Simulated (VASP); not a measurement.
Ga2As4B2 (ordered alloy cell): computed properties

Calculation: PBEsol GGA, VASP's PBE PAW potentials (set 64) (plane waves; VASP).

| Item | Value |
|---|---|
| space group | R3m (160) |
| cell | a = b = 3.6839 Å, c = 36.6966 Å, α = β = 90.00°, γ = 120.00° |
| volume per atom | 17.97 Å³/atom |
| band gap (over mesh and band path) | 0.12 eV |
| smallest direct gap (over mesh and band path) | 0.15 eV |
| band-edge character | indirect, Γ to T |
| density | 5.32 g/cm³ |

```xyz
8
Lattice="0.0000 2.6049 2.6049 2.6049 0.0000 2.6049 10.5355 10.5355 -0.1159" Properties=species:S:1:pos:R:3 pbc="T T T"
Ga    10.4272    10.4272    -0.0076
Ga     5.3267     5.3267     5.0929
As     1.3308     1.3308     1.2741
As     4.1578     4.1578     1.0520
As     6.5889     6.5889     1.2258
As     9.0192     9.0192     1.4004
B      7.9560     7.9560     5.0685
B      7.7839     7.7839     0.0308
```

The structure was generated: Ga2As4B2 was put into an ordered model structure (R3m), which need not be its known phase. It was relaxed first. Symmetry was kept, so distortions that lower it aren't found.
